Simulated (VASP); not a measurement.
Level of theory: LDA (Ceperley-Alder, Perdew-Zunger), VASP's LDA PAW potentials (set 64) (plane waves; VASP).

VASP ran on this input.

POSCAR:
```
YPd3
4.0730
  1.0000000000   0.0000000000   0.0000000000
  0.0000000000   1.0000000000   0.0000000000
  0.0000000000   0.0000000000   1.0000000000
Y Pd
1 3
Cart
  0.0000000000   0.0000000000   0.0000000000
  0.0000000000   0.5000000000   0.5000000000
  0.5000000000   0.0000000000   0.5000000000
  0.5000000000   0.5000000000   0.0000000000
```

INCAR:
```
! general
SYSTEM =YPd3
PREC   =Accurate
ENCUT  =300
LREAL  =F   ! projection in real space or not
LASPH  =T

! electronic loop
EDIFF  =1E-6   ! SCF stop (eV)
NELM   =100   ! most electronic steps
ALGO   =Normal   ! blocked Davidson
LMAXMIX=4

! smearing
ISMEAR =-1   ! Fermi-Dirac
SIGMA  =0.1   ! width (eV)

! ions
ISIF   =2   ! forces and stress, cell fixed

! output
LWAVE  =F
LCHARG =F
```

File KPOINTS:
```
K-points
0
Gamma
  7 7 7
```

POTCAR, in this order: Y_sv Pd (LDA.64 set). Program: vasp_std.

**Question.** What will the output report for the number of irreducible k-points (NKPTS), largest plane-wave count, number of space-group operations, FFT grid (NGX, NGY, NGZ)?

**Answer.** 
The number of irreducible k-points (NKPTS) comes out as 20, the largest plane-wave count is 812 and the number of space-group operations is 48. The FFT grid (NGX, NGY, NGZ) is 24 × 24 × 24.

The structure comes from a measured YPd3 entry of the Crystallography Open Database, whose conditions weren't checked. The cell was not relaxed at this level. The run is one of a series of settings (GGA removed, POTCAR Y_sv Pd (LDA.64 set) against the base run), some of them coarse on purpose. The electron count is odd and the run is not spin-polarised, which forces a metal.
